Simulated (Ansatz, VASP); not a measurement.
# WS2: VASP beside Ansatz, part 2 of 2

One calculation is typed for both programs; each brings its own data sets. How far apart do they land? The cell is taken from a series of runs on this material, whose earlier steps may have relaxed, scaled, displaced or heated it; both programs get it as it stands.

VASP 6.6.1 and Ansatz 0.2.0.

So far. Step 6 (VASP: single point, PBEsol, pair 2): The run ends at a pressure of -1.23 GPa, with forces up to 0.15 eV/Å.

## 7. Ansatz: single point, PBEsol, pair 2

Level of this step: Ansatz beside VASP: Kohn-Sham DFT, plane waves, PBEsol (Ansatz).

The same cell, functional, mesh and smearing now go to Ansatz, which takes its cutoff from its data sets.

The cell is taken from a series of runs on this material, whose earlier steps may have relaxed, scaled, displaced or heated it; both programs get it as it stands.

input.yaml

```yaml
crystal:
  lattice:
    - [-2.75700601, 1.59175823, 0.0]
    - [-6.0e-08, -3.18351636, 0.0]
    - [0.0, 0.0, 16.95057789]
  atoms:
    - { symbol: W, position: [0.33333333, 0.66666667, 0.0] }
    - { symbol: S, position: [0.66666667, 0.33333333, 0.90799949] }
    - { symbol: S, position: [0.66666667, 0.33333333, 0.09200051] }
kpoints:
  mp_grid: { grid: [12, 12, 2] }
  band_path:
    path:
      - [[0.0, 0.0, 0.0], [0.5, 0.0, 0.0], [0.33333333, 0.33333333, 0.0], [0.0, 0.0, 0.0], [0.0, 0.0, 0.5], [0.5, 0.0, 0.5], [0.33333333, 0.33333333, 0.5], [0.0, 0.0, 0.5]]
      - [[0.5, 0.0, 0.5], [0.5, 0.0, 0.0]]
      - [[0.33333333, 0.33333333, 0.5], [0.33333333, 0.33333333, 0.0]]
    npoints: 10
hamiltonian:
  xc: pbesol
  pseudopotentials: { kind: nc }
scf:
  occupations: { method: gaussian, width: 0.08 }
  n_extra_bands: 19
  max_iter: 150
output:
  eigenvalues: true
  forces: true
  stress: true
  fatbands: true
```

Started as:

```
$ ansatz run input.yaml --threads 4 --pin off --max-ram 9216MiB --backend cpu --events-out ev --progress --plain --runs-dir out
```

Numbers of over 12 decimals in the logs are rounded to 6 here.

What it wrote:

```text
[...]
Crystal: 3 atoms, lattice volume = 148.775 Å³
Basis set: ecut = 1006.821291 eV, 10809 PW (Γ), exchange–correlation on 72×72×360 points (8 copies of the dense FFT grid, shifted against one another)
Bands: 32, of which v1, the nominal top of the filled ones, is band 13 counted from 1 (12 counted from 0)
Symmetry: 12 space group operations
[...]
k-point 0: bands = [... 9 lower, -1.8289, -1.4172, -1.4172, 0.2290, 3.1173, 3.1173, 3.3181, 3.3181, ... 15 higher]
  k-point 1: bands = [... 9 lower, -1.8289, -1.4172, -1.4172, 0.2290, 3.1174, 3.1174, 3.3181, 3.3181, ... 15 higher]
  k-point 2: bands = [... 9 lower, -2.2703, -1.5974, -1.1717, 0.1664, 3.0119, 3.0366, 3.2123, 3.3346, ... 15 higher]
  k-point 37: bands = [... 9 lower, -3.6551, -3.0067, -2.0903, 0.2212, 2.0041, 3.5916, 4.3066, 5.7836, ... 15 higher]
[key lines of the parts left out:]
SCF converged after 8 iterations
Free energy (F): -2665.725646 eV
Fermi energy:    1.115647 eV
P = ⅓ Tr σ = -1.0706 GPa (-10.706 kbar)
```

## 8. Differences

What differs besides the data sets and the points named for the pairs above, as far as they apply: the data sets hold 26 valence electrons in Ansatz (on norm-conserving files, of PseudoDojo where its log says so) and 18 in VASP; the cutoff is 1006.82 eV in Ansatz and 600 eV in VASP. Total energies have different zeros and are not compared.

Compared:

| quantity | Ansatz | VASP | difference |
| --- | --- | --- | --- |
| pressure (GPa) | -1.07 | -1.23 | +0.15 |
| gap on the k mesh (eV) | 1.775 | 1.781 | -0.006 |

Forces (eV/Å; atoms numbered as in POSCAR):

| atom | Ansatz x, y, z | VASP x, y, z |
| --- | --- | --- |
| W1 | 0.000, 0.000, 0.000 | 0.000, 0.000, 0.000 |
| S2 | 0.000, 0.000, 0.123 | 0.000, 0.000, 0.154 |
| S3 | 0.000, 0.000, -0.123 | 0.000, 0.000, -0.154 |

The forces differ by 15 meV/Å r.m.s., which is 20.2 % of the r.m.s. force of 0.073 eV/Å (both taken over all components). A gap on the mesh is an upper bound, since the band edges may lie between its points; neither run holds spin-orbit coupling, which can move the band edges of a compound of W.

## 9. Ansatz: single point, PBEsol, pair 3

With cell and atoms fixed, the geometry can't cause a difference; cores, projectors, grids and the points listed under the comparison can. The cell compared in this pair holds 153.24 Å³, against 148.77 Å³ for the pair before.

The cell is taken from a series of runs on this material, whose earlier steps may have relaxed, scaled, displaced or heated it; both programs get it as it stands.

Edit input.yaml of step 7 so:

```diff
@@ -2,5 +2,5 @@
   lattice:
-    - [-2.75700601, 1.59175823, 0.0]
-    - [-6.0e-08, -3.18351636, 0.0]
-    - [0.0, 0.0, 16.95057789]
+    - [-2.7843048746, 1.6075192375, 0.0]
+    - [-6.06e-08, -3.215038374, 0.0]
+    - [0.0, 0.0, 17.1184163092]
   atoms:
@@ -19,3 +19,2 @@
   xc: pbesol
-  pseudopotentials: { kind: nc }
 scf:
```

What it wrote:

```text
[...]
k-point 0: bands = [... 9 lower, -1.9604, -1.5599, -1.5599, 0.0663, 2.8550, 2.8550, 3.0166, 3.0166, ... 15 higher]
  k-point 1: bands = [... 9 lower, -1.9604, -1.5599, -1.5599, 0.0662, 2.8550, 2.8550, 3.0166, 3.0166, ... 15 higher]
  k-point 2: bands = [... 9 lower, -2.3800, -1.7329, -1.3318, 0.0015, 2.7504, 2.7552, 2.9177, 3.0609, ... 15 higher]
  k-point 37: bands = [... 9 lower, -3.7681, -3.1186, -2.2389, 0.0510, 1.7677, 3.3587, 3.9687, 5.3590, ... 15 higher]
[key lines of the parts left out:]
SCF converged after 8 iterations
Free energy (F): -12028.987478 eV
Fermi energy:    0.915728 eV
P = ⅓ Tr σ = -2.6340 GPa (-26.340 kbar)
```

## 10. VASP: single point, PBEsol, pair 3

The same cell, functional, mesh and smearing now go to VASP, with its own data sets.

INCAR

```
SYSTEM = WS2
PREC = Accurate
ENCUT = 600
EDIFF = 1E-06
NELM = 120
ISMEAR = 0
SIGMA = 0.08
LREAL = .FALSE.
ALGO = Normal
GGA = PS
NBANDS = 15
LASPH = .TRUE.
LORBIT = 11
LWAVE = .FALSE.
LCHARG = .FALSE.
ISIF = 2
GGA_COMPAT = .FALSE.
EFERMI = MIDGAP
```

POSCAR

```
WS2
1.0
   -2.7843048746      1.6075192375      0.0000000000
   -0.0000000606     -3.2150383740      0.0000000000
    0.0000000000      0.0000000000     17.1184163092
W S
1 2
Direct
    0.3333333300      0.6666666700      0.0000000000
    0.6666666633      0.3333333367      0.9079994900
    0.6666666633      0.3333333367      0.0920005100
```

KPOINTS

```
Automatic mesh
0
Gamma
12 12 2
0 0 0
```

PAW data sets: W and S (PBE family, release 64).

Started as:

```
$ mpirun -np 1 vasp_std
```

What it wrote:

```text
[... set-up lines as in an earlier step ...]
 entering main loop
       N       E                     dE             d eps       ncg     rms          rms(c)
DAV:   1     0.116973025131E+03    0.11697E+03   -0.69940E+03  1140   0.102E+03
DAV:   2    -0.133434142410E+02   -0.13032E+03   -0.12079E+03  1734   0.195E+02
DAV:   3    -0.264307226998E+02   -0.13087E+02   -0.12945E+02  1624   0.674E+01
DAV:   4    -0.266912493198E+02   -0.26053E+00   -0.26003E+00  1414   0.113E+01
[...]
DAV:  20    -0.252356763558E+02   -0.74619E-05   -0.63612E-07  1119   0.254E-03    0.904E-04
DAV:  21    -0.252356775507E+02   -0.11949E-05   -0.71658E-08  1172   0.106E-03    0.323E-04
DAV:  22    -0.252356777852E+02   -0.23448E-06   -0.14313E-08  1053   0.435E-04
   1 F= -.25235678E+02 E0= -.25235678E+02  d E =-.262601E-52
```

From OUTCAR (step 10):

```text
  Total       -2.9713593     -2.9713593     -2.1251021     -0.0000000      0.0000000      0.0000000
  in kB      -31.0669922    -31.0669922    -22.2189665     -0.0000000      0.0000000      0.0000000
  external PRESSURE =     -28.1176503 kB  Pullay stress =       0.0000000 kB

 POSITION                                       TOTAL-FORCE (eV/Angst)
 -----------------------------------------------------------------------------------
     -0.92810     -1.60752      0.00000         0.000000     -0.000000      0.000000
     -1.85620      0.00000     15.54351        -0.000000      0.000000      0.672081
     -1.85620      0.00000      1.57490         0.000000      0.000000     -0.672081
 -----------------------------------------------------------------------------------
    total drift:                               -0.000010      0.000017     -0.000000

  FREE ENERGIE OF THE ION-ELECTRON SYSTEM (eV)
  ---------------------------------------------------
  free  energy   TOTEN  =       -25.2356777852 eV

  energy  without entropy=      -25.2356777852  energy(sigma->0) =      -25.23567779

[... 1 part as in an earlier step ...]

[... 2 further parts left out ...]
[key lines of the parts left out:]
E-fermi :  -0.9328
```

The run ends at a pressure of -2.81 GPa, with forces up to 0.67 eV/Å.

## 11. Differences

What differs besides the data sets and the points named for the pairs above, as far as they apply: the data sets hold 26 valence electrons in Ansatz (on its default PAW (the set named soft_2) files) and 18 in VASP. Total energies have different zeros and are not compared.

Compared:

```csv
quantity,Ansatz,VASP,difference
pressure (GPa),-2.63,-2.81,+0.18
gap on the k mesh (eV),1.701,1.712,-0.011
```

Forces (eV/Å; atoms numbered as in POSCAR):

| atom | Ansatz x, y, z | VASP x, y, z |
| --- | --- | --- |
| W1 | 0.000, 0.000, 0.000 | 0.000, 0.000, 0.000 |
| S2 | 0.000, 0.000, 0.629 | 0.000, 0.000, 0.672 |
| S3 | 0.000, 0.000, -0.629 | 0.000, 0.000, -0.672 |

The forces differ by 20 meV/Å r.m.s., which is 6.4 % of the r.m.s. force of 0.317 eV/Å (both taken over all components). A gap on the mesh is an upper bound, since the band edges may lie between its points; neither run holds spin-orbit coupling, which can move the band edges of a compound of W.

## 12. Outcome

| Property | Result |
| --- | --- |
| r.m.s. force difference (single point, PBEsol, pair 1) | 14 meV/Å |
| r.m.s. force difference (single point, PBEsol, pair 2) | 15 meV/Å |
| r.m.s. force difference (single point, PBEsol, pair 3) | 6.4 % of the r.m.s. force |

**Reading.** The r.m.s. force difference is 6.4 % of the r.m.s. force (single point, PBEsol, pair 3), beyond the 3 % picked in this series as the mark of a large difference. The data sets hold unlike numbers of valence electrons (26 in Ansatz and 18 in VASP), so part of the differences comes from the potentials. Single point, PBEsol, pair 1, VASP with the data sets W_sv and S and a cutoff of 500 eV: r.m.s. force difference goes from 14 to 10 meV/Å; the difference in pressure goes from 0.15 to -0.037 GPa; the difference in gap on the k mesh goes from -0.0048 to -0.011 eV. What causes the difference of the single point, PBEsol, pair 2 pair stays open here. What causes the difference of the single point, PBEsol, pair 3 pair stays open here. 1 further run of this series is not shown here. Such differences can come from data sets, numerical settings and the points named under the comparisons, not from the functional's error against experiment.

[Lines on the potential files, build, host, timing and source positions are cut from VASP's logs without a mark.]

[Logs are printed without paths, hosts, clocks, repeated set-up lines and the standing remarks that a program may print on its own settings, such as how far it seeks lower states.]

[Hosts, paths, dates, database ids (printed as entryN), source tags and the programs' standing remarks are cut or masked in the printed files.]
